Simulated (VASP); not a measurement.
Calculation: HSE06 screened hybrid, VASP's PBE PAW potentials (set 64) (plane waves; VASP).

VASP ran on this input.

INCAR:
```
ENCUT = 400   ! plane-wave cut-off (eV)
ISIF = 0
EDIFF = 1E-5   ! SCF stop (eV)
SYSTEM = Al36N35O
SIGMA = 0.05   ! width (eV)
LWAVE = F
ALGO = Normal   ! blocked Davidson
PREC = Normal
ISMEAR = 0   ! Gaussian
AEXX = 0.25
GGA = PE   ! PBE
NELECT = 288.0
ISYM = 0
LHFCALC = T
NELM = 50
LCHARG = F
HFSCREEN = 0.2
LREAL = Auto   ! projection in real space or not
PRECFOCK = Fast
LASPH = T   ! aspherical one-centre terms
NELMIN = 4
```

File KPOINTS:
```
kpoints
0
gamma
 1 1 1
```

File POSCAR:
```
Al36N35O
10.0192030
  0.4684272449  -0.8113397860   0.0000000000
  0.4684272449   0.8113397860   0.0000000000
  0.0000000000   0.0000000000   0.9999999616
Al N O
36 35 1
Cartesian
  0.1553003130  -0.0894642019   0.2491536965
  0.1558260207   0.0902965738   0.9996830926
  0.1555440109  -0.0896661816   0.7504964533
  0.1548951779   0.0908228271   0.5006606001
  0.3112465520   0.1803724087   0.2492224355
  0.3125345926   0.3605409082   0.9998035390
  0.3113370600   0.1801422378   0.7505411889
  0.3123711584   0.3605273185   0.5000721445
  0.4683744819   0.4505666051   0.2495679341
  0.4683543107   0.6308136863   0.9997430913
  0.4683356989   0.4505946210   0.7500913414
  0.4682349705   0.6309910059   0.5000041779
  0.3121826291  -0.3617385718   0.2492430754
  0.3114475315  -0.1809442965   0.0002629681
  0.3121368443  -0.3614276172   0.7504393368
  0.3063906171  -0.1836457332   0.5018521379
  0.4683028775  -0.0905001368   0.2411420063
  0.4682592816   0.0905638331   0.0002061069
  0.4681563240  -0.0905803414   0.7530025075
  0.4679447066   0.0960414077   0.5020329034
  0.6250749665   0.1803163826   0.2493462687
  0.6242729062   0.3603293359   0.9998314519
  0.6246965040   0.1799751904   0.7504495627
  0.6240253577   0.3603892048   0.5000771984
  0.4680701259  -0.6308071800   0.2492362152
  0.4683871728  -0.4508202583   0.9998207621
  0.4680613765  -0.6307904597   0.7504163736
  0.4682509115  -0.4512854982   0.5007940020
  0.6245786042  -0.3616248964   0.2492735772
  0.6252116115  -0.1808163209   0.0001796800
  0.6243810233  -0.3612045883   0.7504749066
  0.6298911152  -0.1833456549   0.5018021939
  0.7814101429  -0.0895691444   0.2490726254
  0.7806697236   0.0903093174   0.9997293627
  0.7808941020  -0.0896198545   0.7505362839
  0.7810971018   0.0906813910   0.5006413310
  0.1570457839  -0.0894282231   0.4410439049
  0.1557491815   0.0902357358   0.1911874586
  0.1563395618  -0.0903315144   0.9416532284
  0.1556128781   0.0902122032   0.6915062450
  0.3120895354   0.1789579182   0.4411250566
  0.3123008034   0.3603368988   0.1915477456
  0.3125360746   0.1800205883   0.9416482061
  0.3120851553   0.3602906620   0.6910915551
  0.4682902424   0.4507546852   0.4412873877
  0.4684356045   0.6309369113   0.1914630954
  0.4684567113   0.4506592077   0.9414162554
  0.4681790867   0.6311446804   0.6910989447
  0.3127941515  -0.3601078557   0.4411007236
  0.3123828953  -0.1803333118   0.1934124834
  0.3120426115  -0.3605466151   0.9416024100
  0.3131852138  -0.1798917325   0.6902199465
  0.4682233705   0.0894194719   0.1932282952
  0.4682820722  -0.0905059301   0.9436299151
  0.4679556956   0.0883223226   0.6903580147
  0.6239094098   0.1788562195   0.4411321463
  0.6244437987   0.3602098744   0.1915592056
  0.6239700597   0.1798870518   0.9415197631
  0.6244247728   0.3600908614   0.6910064121
  0.4679405555  -0.6306910770   0.4409988876
  0.4684110534  -0.4505567226   0.1912408882
  0.4682511231  -0.6308915300   0.9414002557
  0.4682873524  -0.4505320054   0.6915171856
  0.6235891783  -0.3599176881   0.4410783729
  0.6242969407  -0.1802522715   0.1933311724
  0.6246885189  -0.3604197230   0.9415952338
  0.6232908208  -0.1796151115   0.6901837659
  0.7794465212  -0.0894960644   0.4409202819
  0.7804672349   0.0901971578   0.1911710409
  0.7803697994  -0.0902873998   0.9416649836
  0.7804551836   0.0901626878   0.6914489955
  0.4680954010  -0.0903488087   0.4402014733
```

POTCAR, in this order: Al N O (PBE.64 set). Program: vasp_gam. Read from the step before: WAVECAR.

Output

### OSZICAR
```
       N       E                     dE             d eps       ncg     rms          rms(c)
DAV:   1    -0.633364076221E+03   -0.63336E+03   -0.17816E+01   426   0.858E+00    0.490E+01
DAV:   2    -0.633485390930E+03   -0.12131E+00   -0.37154E-01   428   0.147E+00    0.342E+01
DAV:   3    -0.633467020269E+03    0.18371E-01   -0.10112E-02   412   0.263E-01    0.212E+01
DAV:   4    -0.633459632613E+03    0.73877E-02   -0.30646E-03   412   0.125E-01    0.126E+01
DAV:   5    -0.633457240621E+03    0.23920E-02   -0.77190E-04   407   0.652E-02    0.740E+00
DAV:   6    -0.633456441519E+03    0.79910E-03   -0.26377E-04   412   0.430E-02    0.428E+00
DAV:   7    -0.633456180980E+03    0.26054E-03   -0.78319E-05   407   0.239E-02    0.247E+00
DAV:   8    -0.633456099562E+03    0.81419E-04   -0.23198E-05   255   0.143E-02    0.145E+00
DAV:   9    -0.633456075154E+03    0.24407E-04   -0.14980E-05   220   0.116E-02    0.829E-01
DAV:  10    -0.633456070693E+03    0.44614E-05   -0.55073E-06   215   0.660E-03
   1 F= -.63345607E+03 E0= -.63345607E+03  d E =-.196361E-20
```

File OUTCAR:
```
------------------------ aborting loop because EDIFF is reached ----------------------------------------
  volume of cell :      764.49
      direct lattice vectors                 reciprocal lattice vectors
     4.693267657 -8.128978018  0.000000000     0.106535582 -0.061508347  0.000000000
     4.693267657  8.128978018  0.000000000     0.106535582  0.061508347  0.000000000
     0.000000000  0.000000000 10.019202615     0.000000000  0.000000000  0.099808342
  FREE ENERGIE OF THE ION-ELECTRON SYSTEM (eV)
  ---------------------------------------------------
  free  energy   TOTEN  =      -633.4560706929 eV

  energy  without entropy=     -633.4560706929  energy(sigma->0) =     -633.45607069

  exchange ACFDT corr.  =         0.00000000  see jH, gK, PRB 81, 115126
```
(Selected blocks of OUTCAR.)

The cell is charged, with a uniform compensating background. The supercell is sampled at Γ alone, which is coarse: total energies, pressure and levels can be off, energies of defects by several tenths of an eV.

The cell is a supercell with a defect, built from AlN (wurtzite): O_N, charge +1. The cell's shape comes from a PBE relaxation. The run is not spin-polarised, so no state with unpaired spins was tried.
